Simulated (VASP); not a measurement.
Given:

```yaml
crystal:
  lattice:
    - [4.05000, 0.00000, 0.00000]
    - [0.00000, 4.05000, 0.00000]
    - [0.00000, 0.00000, 4.05000]
  atoms:
    - { symbol: K, position: [0.00000, 0.00000, 0.00000] }
    - { symbol: Zn, position: [0.50000, 0.50000, 0.50000] }
    - { symbol: F, position: [0.50000, 0.00000, 0.50000] }
    - { symbol: F, position: [0.00000, 0.50000, 0.50000] }
    - { symbol: F, position: [0.50000, 0.50000, 0.00000] }
```

Calculation: r2SCAN meta-GGA, VASP's PBE PAW potentials (set 64) (plane waves; VASP 6.6.1). Run with 520 eV cut-off, 6×6×6 Γ-centred mesh, Gaussian smearing of 0.050 eV, potentials K_sv Zn F.

### Question
The job: KZnF3 (cubic perovskite), 5 atoms, r2SCAN, static run, 520 eV, 6×6×6 Γ-centred mesh. Roughly how much core time does it take on a busy server core?

### Answer
About 90 core-seconds (one run on a shared machine, a rough figure). It had 20 irreducible k-points, 25 bands, up to 1811 plane waves and 25 electronic steps.

The compound is KZnF3 in the cubic perovskite structure. The cell was not relaxed at this level.
